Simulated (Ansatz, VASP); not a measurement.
## SiC (Moissanite 3C) in two plane-wave programs

One calculation is typed for both programs; each brings its own data sets. How far apart do they land? The cell is taken from a series of runs on this material, whose earlier steps may have relaxed, scaled, displaced or heated it; both programs get it as it stands.

Calculated with Ansatz 0.2.0; plane waves, with VASP 6.6.1 beside it; zone-centre phonons at LDA.

## (1) Set-up

It takes space group F-43m (No. 216, cubic). The conventional cell has a = 4.329 Å, b = 4.329 Å, c = 4.329 Å, α = 90.00°, β = 90.00°, γ = 90.00°. C has 4 Si at 1.87 Å nearest. Nearest to Si lie 4 C at 1.87 Å. Farther neighbours are not listed.

Coordinates:

```cif
data_structure
_symmetry_space_group_name_H-M 'F-43m'
_symmetry_Int_Tables_number 216
_cell_length_a 4.3291
_cell_length_b 4.3291
_cell_length_c 4.3291
_cell_angle_alpha 90.000
_cell_angle_beta 90.000
_cell_angle_gamma 90.000
_cell_volume 81.13
loop_
_atom_site_label
_atom_site_type_symbol
_atom_site_symmetry_multiplicity
_atom_site_Wyckoff_symbol
_atom_site_fract_x
_atom_site_fract_y
_atom_site_fract_z
_atom_site_occupancy
C1 C 4 c 0.25000 0.25000 0.25000 1
Si1 Si 4 a 0.00000 0.00000 0.00000 1
```

## (2) Ansatz: zone-centre phonons, LDA

Ansatz runs on its PAW soft_1 files.

Second derivatives magnify differences that forces hide, and they need a tight electronic threshold.

Input file input.yaml:

```yaml
crystal:
  lattice:
    - [0.0, 2.1645341324, 2.1645341324]
    - [2.1645341324, 0.0, 2.1645341324]
    - [2.1645341324, 2.1645341324, 0.0]
  atoms:
    - { symbol: C, position: [0.75, 0.75, 0.75] }
    - { symbol: Si, position: [0.0, 0.0, 0.0] }
total_charge: -0.002028
kpoints:
  mp_grid: { grid: [36, 36, 36] }
hamiltonian:
  xc: lda
  pseudopotentials: { kind: paw, azcp: { folder: soft_1 }, xc_functional: pbe }
scf:
  occupations: { method: fermi_dirac, width: 0.03 }
output:
  eigenvalues: true
phonons:
  method: dfpt
```

Started as:

```sh
$ ansatz run input.yaml --threads 8 --pin off --max-ram 16384MiB --backend cpu --events-out ev --progress --plain --runs-dir out
```

Numbers of over 12 decimals in the logs are rounded to 6 here.

The program printed:

```text
zone centre: on kpoints.mp_grid the ground state, and the responses unless they are solved on pairs of k-points, stand on 3349 of the mesh's 46656 k-points, reduced under 8 symmetry operations, with k and −k counted as one. Each operation leaves every solved displacement unchanged or reverses it
Engine: ansatz 0.2.0, aarch64-unknown-linux-gnu
Pseudopotentials: kind: paw
Pseudopotential: C, paw, valence charge 4, recommended cutoff 420 eV (normal), soft_1/C.paw.azcp
Pseudopotential: Si, paw, valence charge 4, recommended cutoff 420 eV (normal), soft_1/Si.paw.azcp
Functional definition: SPW92
  exchange = slater_x
  correlation = pw_c
Crystal: 2 atoms, lattice volume = 20.283 Å³
Basis set: ecut = 420 eV, 411 PW (Γ), exchange–correlation on 48×48×48 points (8 copies of the dense FFT grid, shifted against one another)
Bands: 9, of which v1, the nominal top of the filled ones, is band 4 counted from 1 (3 counted from 0)
Symmetry: 24 space group operations
k-points: 3349 of 46656 (irreducible under 8 space group operations, time reversal used)
Non-local potential: C, projectors of the file, l = 0: 2, l = 1: 2, l = 2: 1
Non-local potential: Si, projectors of the file, l = 0: 2, l = 1: 2, l = 2: 1
PAW form: soft (Blöchl's): semilocal exchange-correlation on the pseudo side does not see the compensation charge
PAW frozen core: C, regenerated for the run's functional, and the local potential with it (the file was generated under x = pbe(κ = 0.804, μ = 0.219515), c = pbe(β = 0.066725))
PAW frozen core: Si, regenerated for the run's functional, and the local potential with it (the file was generated under x = pbe(κ = 0.804, μ = 0.219515), c = pbe(β = 0.066725))
PAW one-centre angular grid: C, 110 points (default); XC on 64 Gauss nodes
PAW one-centre angular grid: Si, 110 points (default); XC on 64 Gauss nodes
Initial density: superposition of atomic densities (chi_scale 0.1, normalization cell, long waves kept (reshape's long-wave potential 0.00 eV rms))
Initial wavefunctions: pseudopotential atomic-orbital guess
Functional: x = slater, c = lda
SCF iter   1: F=—  HF=-853.772983 eV  |F-HF|=—  |Δ(HF+E_count)|=         —  Δρ=1.41e-1  dr2=4.88e0  ethr=3.10e-3  ⟨swp⟩=6.1  Hψ=246024  notcnv=0
preconditioner: auto → none  [metal: Δε(μ)=0.038 eV  Ē_g=15.892 eV  σ=0.030 eV  W_gap=0.29  n_scr=0 (ndim 8)  ℏωp=23.3 eV  f_vac=0.000  D(μ)=0.03/eV (n_scr^D=0)]
SCF iter   2: F=—  HF=-852.289231 eV  |F-HF|=—  |Δ(HF+E_count)|=    1.48e0  Δρ=5.04e-2  dr2=3.35e-1  ethr=3.10e-3  ⟨swp⟩=3.1  Hψ=96144  notcnv=0  defer=3179
SCF iter   3: F=—  HF=-852.191640 eV  |F-HF|=—  |Δ(HF+E_count)|=   9.76e-2  Δρ=1.89e-2  dr2=3.75e-2  ethr=3.10e-3  ⟨swp⟩=2.4  Hψ=57139  notcnv=0  defer=3190
SCF iter   4: F=—  HF=-852.183079 eV  |F-HF|=—  |Δ(HF+E_count)|=   8.56e-3  Δρ=1.41e-3  dr2=2.08e-4  ethr=4.69e-4  ⟨swp⟩=2.0  Hψ=40532  notcnv=0  defer=3190
SCF iter   5: F=—  HF=-852.183143 eV  |F-HF|=—  |Δ(HF+E_count)|=   6.40e-5  Δρ=1.62e-4  dr2=1.70e-6  ethr=2.60e-6  ⟨swp⟩=2.4  Hψ=40306  notcnv=0  defer=3190
SCF iter   6: F=—  HF=-852.183145 eV  |F-HF|=—  |Δ(HF+E_count)|=   1.54e-6  Δρ=3.07e-5  dr2=8.32e-8  ethr=2.12e-8  ⟨swp⟩=2.1  Hψ=39943  notcnv=0  defer=3190
SCF iter   7: F=—  HF=-852.183144 eV  |F-HF|=—  |Δ(HF+E_count)|=   1.48e-7  Δρ=4.63e-6  dr2=1.58e-9  ethr=1.04e-9  ⟨swp⟩=1.1  Hψ=29778  notcnv=0  defer=3190
SCF iter   8: F=-852.183144 eV  HF=-852.183144 eV  |F-HF|=1.14e-13  |Δ(HF+E_count)|=  3.46e-11  Δρ=8.29e-8  dr2=6.28e-13  ethr=1.00e-12  ⟨swp⟩=10.4  Hψ=181338  notcnv=0
SCF 1 converged in 8 iterations: F = -852.183144 eV  dr2 = 6.28e-13
  greatest PAW one-centre occupation: 0.642 electrons in one spin orbital (limit 2), on the C atom at site 0 (counted from 0), in its partial waves of l = 0
DFPT response loops at Γ: preconditioner auto → Kerker (q_TF=auto, 2.337 Å⁻¹) (partly filled bands, converged f_vac=0.000); β = 1.00, the filter's whole step (`scf.mixing.beta` (0.50) is not read by the response loops under this deck's `scf.mixing.preconditioner`; to damp them name `kerker` or `kerker_dos`, under which they read `scf.mixing.beta`, and type it under 1.00, their step now; both keys bind the ground state too); Broyden in place of MSR1
SCF converged after 8 iterations
Free energy (F): -852.183144 eV
Harris-Foulkes:  -852.183144 eV  (|F-HF|=1.14e-13)
Internal energy: -852.183069 eV  (E = F + TS)
E sigma→0 (E₀):  -852.183107 eV
Entropy (-TS):   -0.000076 eV (-0.038 meV/atom)
Fermi energy:    10.902549 eV
--- Per-component energies (eV) ---
  E_band       = 28.648540
  E_kinetic    = 134.355070
  E_local      = -95.833190  (includes V_loc(G=0)·N_el)
  E_nonlocal   = 47.400320
  E_hartree    = 31.329850
  E_xc         = -105.235336
  E_vxc        = -109.157037  (∫ρ·V_xc dr)
  E_paw        = -577.659965  (= ΣΔE_a)
  E_vpaw       = -10.776368  (= ΣTr[D̂ρ^β])
  E_aug_tail   = 0.000048  (compensation charges beyond the density's cutoff)
  E_ewald      = -286.687028
  E_core_change = 0.147163  (= ΣΔE_core)
  E_smearing   = -0.000076  (= −TS)
  E_closure    = -0.000000  (closes the sum)
  E_deformation_potential = -0.037366  (in the stress; not in F)
  Σ components = -852.183144   (vs F -852.183144, Δ=0.00e0)
--- Band table (eV; the first three rows and the last of 3349) ---
  k-point 0: bands = ["-5.9839", "9.4972", "9.4972", "9.4972", "15.9923", "16.8313", "16.8313", "16.8313", "24.0791"]
  k-point 1: bands = ["-5.9685", "9.4104", "9.4861", "9.4861", "16.0317", "16.8388", "16.8525", "16.8525", "23.9564"]
  k-point 2: bands = ["-5.9223", "9.1607", "9.4534", "9.4534", "16.1194", "16.8826", "16.9138", "16.9138", "23.6613"]
  k-point 3348: bands = ["-0.5327", "2.4313", "4.3852", "4.7068", "14.6643", "19.0182", "19.0439", "19.2092", "23.7444"]
--- Phonons (Γ-DFPT): 2 representative perturbations + reference, on 3349 of 46656 k-points (Σ response iterations 5) ---
  k mesh reduced under 8 symmetry operations, with k and −k counted as one. Each operation leaves every solved displacement unchanged or reverses it
  ASR residual: 3.697e-5 → 0.000e0 eV/Å²; symmetrization residual: 2.294e-7 eV/Å²
  ASR residual per site (eV/Å²): 3.70e-5 3.20e-6
  Γ frequencies (cm⁻¹): 0.00 0.00 0.00 797.60 797.60 797.60
  non-analytic LO–TO correction: not included (Born effective charges unavailable; polar crystals: no LO–TO splitting at Γ)
```

## (3) VASP: zone-centre phonons, LDA

The same cell, functional (in two slightly different forms), mesh and smearing now go to VASP, with its own data sets.

Lines of VASP's logs that name or quote its potential files are left out, and so is its time.

Input file INCAR:

```
SYSTEM = SiC
PREC = Accurate
ENCUT = 600
EDIFF = 1E-08
NELM = 120
ISMEAR = -1
SIGMA = 0.03
LREAL = .FALSE.
ALGO = Normal
GGA = CA
NELECT = 8.002028
NBANDS = 10
LORBIT = 11
LWAVE = .FALSE.
LCHARG = .FALSE.
ISIF = 2
IBRION = 8
LASPH = .TRUE.
GGA_COMPAT = .FALSE.
KPAR = 2
```

Input file POSCAR:

```
SiC
1.0
    0.0000000000      2.1645341324      2.1645341324
    2.1645341324      0.0000000000      2.1645341324
    2.1645341324      2.1645341324      0.0000000000
C Si
1 1
Direct
    0.7500000000      0.7500000000      0.7500000000
    0.0000000000      0.0000000000      0.0000000000
```

Input file KPOINTS:

```
Automatic mesh
0
Gamma
36 36 36
0 0 0
```

Potentials, in the order of the species: C and Si (LDA family, release 64).

Started as:

```sh
$ mpirun -np 2 vasp_std
```

The program printed:

```text
[banner, memory and clock lines left out]
running    2 mpi-ranks, on    1 nodes
 distrk:  each k-point on    1 cores,    2 groups
 distr:  one band on    1 cores,    1 groups

 POSCAR found type information on POSCAR C Si
 POSCAR found :  2 types and       2 ions
 LDA part: xc-table for (Slater(with rela. corr.)+CA(PZ))
 , standard interpolation
 POSCAR, INCAR and KPOINTS ok, starting setup
 FFT: planning ... GRIDC
 FFT: planning ... GRID_SOFT
 FFT: planning ... GRID
 WAVECAR not read
 entering main loop
       N       E                     dE             d eps       ncg     rms          rms(c)
DAV:   1     0.406641941749E+01    0.40664E+01   -0.43800E+03 25640   0.764E+02
DAV:   2    -0.180190871906E+02   -0.22086E+02   -0.21009E+02 32210   0.119E+02
DAV:   3    -0.187167955109E+02   -0.69771E+00   -0.69639E+00 29342   0.186E+01
DAV:   4    -0.187199688642E+02   -0.31734E-02   -0.31731E-02 28496   0.158E+00
DAV:   5    -0.187199847823E+02   -0.15918E-04   -0.15918E-04 28896   0.103E-01BRMIX: very serious problems
 the old and the new charge density differ
 old charge density:     8.00000 new    8.00203
BRMIX: very serious problems
 the old and the new charge density differ
 old charge density:     8.00000 new    8.00203
    0.927E+00
DAV:   6    -0.167215811583E+02    0.19984E+01   -0.75455E+00 26006   0.132E+01    0.408E+00
DAV:   7    -0.166461699416E+02    0.75411E-01   -0.39332E-01 29566   0.393E+00    0.182E+00
DAV:   8    -0.166256105086E+02    0.20559E-01   -0.27135E-02 26498   0.107E+00    0.178E-01
DAV:   9    -0.166252455867E+02    0.36492E-03   -0.18060E-03 30888   0.249E-01    0.948E-02
DAV:  10    -0.166252599192E+02   -0.14332E-04   -0.11186E-04 26142   0.710E-02    0.316E-02
DAV:  11    -0.166252603420E+02   -0.42282E-06   -0.30370E-06 29884   0.119E-02    0.134E-02
DAV:  12    -0.166252601224E+02    0.21956E-06   -0.66707E-07 25774   0.424E-03    0.595E-04
DAV:  13    -0.166252601214E+02    0.10799E-08   -0.29915E-08 27606   0.116E-03
   1 F= -.16625260E+02 E0= -.16625222E+02  d E =-.755449E-04
 Linear response reoptimize wavefunctions to high precision
DAV:   1    -0.166252601218E+02   -0.45532E-09   -0.39583E-10 17652   0.144E-04
DAV:   2    -0.166252601218E+02   -0.90949E-12   -0.13190E-11 13038   0.326E-05
 Linear response DOF=           2
 Linear response progress:
  Degree of freedom:   1/  2
       N       E                     dE             d eps       ncg     rms          rms(c)
RMM:   1    -0.126832617739E+00   -0.12683E+00    0.53598E-02282584   0.208E+00
RMM:   2    -0.123588008692E+00    0.32446E-02   -0.25279E-03194030   0.410E-01    0.209E-01
RMM:   3    -0.123600676749E+00   -0.12668E-04   -0.79243E-04191621   0.175E-01    0.103E-01
RMM:   4    -0.124652999155E+00   -0.10523E-02   -0.60767E-04193790   0.146E-01    0.187E-02
RMM:   5    -0.124633421596E+00    0.19578E-04   -0.85576E-06203797   0.215E-02    0.181E-03
RMM:   6    -0.124641302757E+00   -0.78812E-05   -0.12759E-07210529   0.242E-03    0.881E-04
RMM:   7    -0.124636847520E+00    0.44552E-05   -0.29414E-08208866   0.494E-04    0.977E-05
RMM:   8    -0.124637563798E+00   -0.71628E-06   -0.36443E-10210877   0.108E-04    0.284E-05
RMM:   9    -0.124637497633E+00    0.66165E-07    0.23413E-09221002   0.309E-05    0.325E-06
RMM:  10    -0.124637515289E+00   -0.17655E-07    0.15043E-09210244   0.103E-05    0.185E-06
RMM:  11    -0.124637514258E+00    0.10308E-08    0.55864E-10168497   0.788E-06    0.154E-07
 first order change of Fermi-energy   0.31268E-05
 force on displaced ion       1 direction 1 : -19.673   0.000   0.000
 Linear response progress:
  Degree of freedom:   2/  2
       N       E                     dE             d eps       ncg     rms          rms(c)
RMM:   1    -0.163966587215E-01   -0.16397E-01   -0.74578E-03302847   0.874E-01
RMM:   2    -0.143691549480E-01    0.20275E-02   -0.57880E-04195503   0.194E-01    0.132E-01
RMM:   3    -0.142777640119E-01    0.91391E-04   -0.60960E-05199448   0.479E-02    0.753E-02
RMM:   4    -0.143477090024E-01   -0.69945E-04   -0.58115E-05200783   0.470E-02    0.880E-03
RMM:   5    -0.143369545975E-01    0.10754E-04   -0.32229E-07204562   0.780E-03    0.131E-03
RMM:   6    -0.143348498440E-01    0.21048E-05   -0.47078E-08208975   0.761E-04    0.634E-04
RMM:   7    -0.143335131818E-01    0.13367E-05   -0.97534E-08209485   0.243E-04    0.782E-05
RMM:   8    -0.143335779537E-01   -0.64772E-07    0.72155E-09217117   0.434E-05    0.195E-05
RMM:   9    -0.143336027961E-01   -0.24842E-07    0.45956E-09218233   0.157E-05    0.326E-06
RMM:  10    -0.143335953879E-01    0.74082E-08    0.94816E-09203299   0.575E-06    0.973E-07
 first order change of Fermi-energy   0.35401E-05
 force on displaced ion       2 direction 1 : -19.676   0.000   0.000
 Linear response finished
```

From OUTCAR (step 3):

```text
NELECT = 8.002028

 ion  position               nearest neighbor table
   1  0.750  0.750  0.750-   2 1.87   2 1.87   2 1.87   2 1.87
   2  0.000  0.000  0.000-   1 1.87   1 1.87   1 1.87   1 1.87

  LATTYP: Found a face centered cubic cell.
 ALAT       =     4.3290682648

 Subroutine GETGRP returns: Found 24 space group operations
 (whereof 24 operations were pure point group operations)

The static configuration has the point symmetry T_d .

 Found   1240 irreducible k-points:

   k-points           NKPTS =   1240   k-points in BZ     NKDIM =   1240   number of bands    NBANDS=     10

   dimension x,y,z NGX =    24 NGY =   24 NGZ =   24
   dimension x,y,z NGXF=    48 NGYF=   48 NGZF=   48

   ENCUT  =  600.0 eV  44.10 Ry    6.64 a.u.   6.11  6.11  6.11*2*pi/ulx,y,z

 k-points in reciprocal lattice and weights: Automatic mesh
   0.00000000  0.00000000  0.00000000       0.000
   0.02777778  0.00000000  0.00000000       0.000
   0.05555556  0.00000000  0.00000000       0.000
   0.08333333  0.00000000  0.00000000       0.000
   0.11111111  0.00000000  0.00000000       0.000
   0.13888889  0.00000000  0.00000000       0.000
   0.16666667  0.00000000  0.00000000       0.000
   0.19444444  0.00000000  0.00000000       0.000
   0.22222222  0.00000000  0.00000000       0.000
[...]
-0.27777778  0.50000000  0.22222222       0.000
  -0.25000000  0.50000000  0.25000000       0.000

 average (electrostatic) potential at core
       1 -48.7492       2 -81.6548

  Total        0.0513412      0.0513412      0.0513412      0.0000000      0.0000000      0.0000000
  in kB        4.0555831      4.0555831      4.0555831      0.0000000      0.0000000      0.0000000
  external PRESSURE =       4.0555831 kB  Pullay stress =       0.0000000 kB

  energy-cutoff  :      600.00
  volume of cell :       20.28
      direct lattice vectors                 reciprocal lattice vectors
     0.000000000  2.164534132  2.164534132    -0.230996588  0.230996588  0.230996588
     2.164534132  0.000000000  2.164534132     0.230996588 -0.230996588  0.230996588
     2.164534132  2.164534132  0.000000000     0.230996588  0.230996588 -0.230996588

 POSITION                                       TOTAL-FORCE (eV/Angst)
 -----------------------------------------------------------------------------------
      3.24680      3.24680      3.24680         0.000000      0.000000      0.000000
      0.00000      0.00000      0.00000        -0.000000     -0.000000     -0.000000
 -----------------------------------------------------------------------------------
    total drift:                               -0.000000     -0.000000     -0.000000

 Eigenvectors and eigenvalues of the dynamical matrix
 ----------------------------------------------------

   1 f  =   23.906902 THz   150.211497 2PiTHz  797.448424 cm-1    98.870959 meV
             X         Y         Z           dx          dy          dz
      3.246801  3.246801  3.246801    -0.836905    0.000000    0.000000
      0.000000  0.000000  0.000000     0.547348    0.000000    0.000000

   2 f  =   23.906902 THz   150.211497 2PiTHz  797.448424 cm-1    98.870959 meV
             X         Y         Z           dx          dy          dz
      3.246801  3.246801  3.246801     0.000000    0.836905    0.000000
      0.000000  0.000000  0.000000     0.000000   -0.547348    0.000000

   3 f  =   23.906902 THz   150.211497 2PiTHz  797.448424 cm-1    98.870959 meV
             X         Y         Z           dx          dy          dz
      3.246801  3.246801  3.246801     0.000000    0.000000    0.836905
      0.000000  0.000000  0.000000     0.000000    0.000000   -0.547348

   4 f/i=    0.000880 THz     0.005529 2PiTHz    0.029355 cm-1     0.003640 meV
             X         Y         Z           dx          dy          dz
      3.246801  3.246801  3.246801     0.000000    0.000000   -0.547348
      0.000000  0.000000  0.000000     0.000000    0.000000   -0.836905

   5 f/i=    0.000880 THz     0.005529 2PiTHz    0.029355 cm-1     0.003640 meV
             X         Y         Z           dx          dy          dz
      3.246801  3.246801  3.246801    -0.547348    0.000000    0.000000
      0.000000  0.000000  0.000000    -0.836905    0.000000    0.000000

   6 f/i=    0.000880 THz     0.005529 2PiTHz    0.029355 cm-1     0.003640 meV
             X         Y         Z           dx          dy          dz
      3.246801  3.246801  3.246801     0.000000   -0.547348    0.000000
      0.000000  0.000000  0.000000     0.000000   -0.836905    0.000000

 ELASTIC MODULI CONTR FROM IONIC RELAXATION (kBar)
 Direction    XX          YY          ZZ          XY          YZ          ZX
 --------------------------------------------------------------------------------
 XX          -0.0000     -0.0000      0.0000     -0.0000      0.0000      0.0000
 YY          -0.0000     -0.0000     -0.0000     -0.0000     -0.0000      0.0000
 ZZ           0.0000     -0.0000     -0.0000      0.0000     -0.0000      0.0000
 XY          -0.0000     -0.0000      0.0000   -281.7729     -0.0000     -0.0000
 YZ           0.0000     -0.0000     -0.0000     -0.0000   -281.7729     -0.0000
 ZX           0.0000      0.0000      0.0000     -0.0000     -0.0000   -281.7729
 --------------------------------------------------------------------------------
```

## (4) Differences

Known differences besides the potentials themselves: the two LDA forms differ slightly; the cutoff is 420 eV in Ansatz and 600 eV in VASP; VASP's log shows a relativistic correction to its local exchange, Ansatz's none. Total energies have different zeros and are not compared.

The two programs side by side:

```tsv
quantity	Ansatz	VASP	difference
optical mode 1 to 3 (cm⁻¹)	797.6	797.4	+0.02 %
```

Modes are paired by rising frequency, not by their patterns, so a pair may set unlike modes beside each other; they are those without the splitting of longitudinal modes. The cell carries a charge of -0.002028 e against a uniform background, so its pressure also hangs on how the neutralising background is counted, and in a defect's cell a gap may be the spacing between its levels.

## (5) Outcome

```
r.m.s. difference of the optical zone-centre modes, each program's sorted by frequency (zone-centre phonons, LDA) : 0.15 cm⁻¹
```

The r.m.s. difference of the optical zone-centre modes, each program's sorted by frequency is 0.15 cm⁻¹ (zone-centre phonons, LDA). Such differences can come from data sets, numerical settings and the points named under the comparisons, not from the functional's error against experiment.

[Lines on the potential files, build, host, timing and source positions are cut from VASP's logs without a mark.]

[Logs are printed without paths, hosts, clocks, repeated set-up lines and the standing remarks that a program may print on its own settings, such as how far it seeks lower states.]

[Hosts, paths, dates, database ids (printed as entryN), source tags and the programs' standing remarks are cut or masked in the printed files.]
